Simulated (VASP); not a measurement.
The input files of a VASP run:

### POSCAR
```
GaAs
1
    0.0000000000     2.8250000000     2.8250000000
    2.8250000000     0.0000000000     2.8250000000
    2.8250000000     2.8250000000     0.0000000000
Ga As
1 1
Direct
  0.0000000000   0.0000000000   0.0000000000
  0.2500000000   0.2500000000   0.2500000000
```

**INCAR**
```
SYSTEM = GaAs
PREC = Accurate
ENCUT = 400
EDIFF = 1E-6
NELM = 100
ALGO = Normal
LREAL = .FALSE.
LASPH = .TRUE.
ISMEAR = 0
SIGMA = 0.05
GGA = PE
LMAXMIX = 4
LWAVE = .FALSE.
LCHARG = .FALSE.
ISIF = 2
```

File KPOINTS:
```
k-points along high-symmetry lines
6
Line-mode
Reciprocal
  0.000000   0.000000   0.000000 ! GAMMA
 -0.500000  -0.500000   0.000000 ! X

 -0.500000  -0.500000   0.000000 ! X
 -0.375000  -0.375000   0.250000 ! U

 -0.375000   0.000000   0.375000 ! K
  0.000000   0.000000   0.000000 ! GAMMA

  0.000000   0.000000   0.000000 ! GAMMA
  0.000000   0.000000   0.500000 ! L

  0.000000   0.000000   0.500000 ! L
 -0.500000  -0.250000   0.250000 ! W

 -0.500000  -0.250000   0.250000 ! W
 -0.500000  -0.500000   0.000000 ! X
```

POTCAR, in this order: Ga_d As (PBE.64 set). Program: vasp_std.

Output

### standard output
```
 POSCAR found type information on POSCAR GaAs
 POSCAR found :  2 types and       2 ions
 Reading from existing POTCAR
 Reading from existing POTCAR
 LDA part: xc-table for (Slater+PW92), standard interpolation
 POSCAR, INCAR and KPOINTS ok, starting setup
 WAVECAR not read
 entering main loop
       N       E                     dE             d eps       ncg     rms          rms(c)
DAV:   1     0.742700433869E+02    0.74270E+02   -0.83572E+03   936   0.162E+03
DAV:   2    -0.100451605115E+01   -0.75275E+02   -0.72584E+02   996   0.287E+02
DAV:   3    -0.673037852939E+01   -0.57259E+01   -0.55327E+01  1161   0.689E+01
DAV:   4    -0.682899768827E+01   -0.98619E-01   -0.98550E-01  1091   0.973E+00
DAV:   5    -0.683074507989E+01   -0.17474E-02   -0.17472E-02  1116   0.110E+00    0.335E+00
DAV:   6    -0.657667329203E+01    0.25407E+00   -0.43578E-01  1400   0.113E+01    0.203E+00
DAV:   7    -0.654478612145E+01    0.31887E-01   -0.13967E-01  1186   0.255E+00    0.733E-01
DAV:   8    -0.654724125159E+01   -0.24551E-02   -0.17874E-02  1061   0.186E+00    0.142E-01
DAV:   9    -0.654807499793E+01   -0.83375E-03   -0.20069E-03  1179   0.714E-01    0.605E-02
DAV:  10    -0.654820194930E+01   -0.12695E-03   -0.16172E-04  1092   0.122E-01    0.314E-02
DAV:  11    -0.654831347975E+01   -0.11153E-03   -0.17701E-04  1011   0.102E-01    0.501E-03
DAV:  12    -0.654831339244E+01    0.87312E-07   -0.35165E-06  1135   0.226E-02
   1 F= -.65483134E+01 E0= -.65483134E+01  d E =-.216963E-10
```

### OUTCAR
```
------------------------ aborting loop because EDIFF is reached ----------------------------------------
  FORCE on cell =-STRESS in cart. coord.  units (eV):
  Direction    XX          YY          ZZ          XY          YZ          ZX
  --------------------------------------------------------------------------------------
  Total        2.3425559      2.3425559      2.3425559      0.0000000      0.0000000      0.0000000
  in kB       83.2367657     83.2367657     83.2367657      0.0000000      0.0000000      0.0000000
  external PRESSURE =      83.2367657 kB  Pullay stress =       0.0000000 kB
  volume of cell :       45.09
      direct lattice vectors                 reciprocal lattice vectors
     0.000000000  2.825000000  2.825000000    -0.176991150  0.176991150  0.176991150
     2.825000000  0.000000000  2.825000000     0.176991150 -0.176991150  0.176991150
     2.825000000  2.825000000  0.000000000     0.176991150  0.176991150 -0.176991150
  FREE ENERGIE OF THE ION-ELECTRON SYSTEM (eV)
  ---------------------------------------------------
  free  energy   TOTEN  =        -6.5483133924 eV

  energy  without entropy=       -6.5483133924  energy(sigma->0) =       -6.54831339
```
(Selected blocks of OUTCAR.)

Question: Read input and log: which fault does this run have?
(A) ISPIN is misspelt, so the run is not spin-polarised
(B) a line-mode KPOINTS file was used for a self-consistent run
(C) EDIFFG is positive, so the stop tests the energy change and not the forces
(D) LEPSILON was set with a meta-GGA

Answer: B, a line-mode KPOINTS file was used for a self-consistent run. The run ends without an error. Against the sound run, the energy per atom (σ→0) rises by 0.838 eV/atom; the pressure increases by 4.93 GPa.

To mend it, correct KPOINTS.
KPOINTS:
```
Automatic mesh
0
Gamma
6 6 6
0 0 0
```
The mended run (PBE GGA, plane waves, VASP's PBE PAW potentials (set 64)) converges, and its OSZICAR ends with
```
   1 F= -.82238594E+01 E0= -.82238594E+01  d E =-.140983E-10
```

The compound is GaAs in the zinc blende structure. The cell was not relaxed at this level.
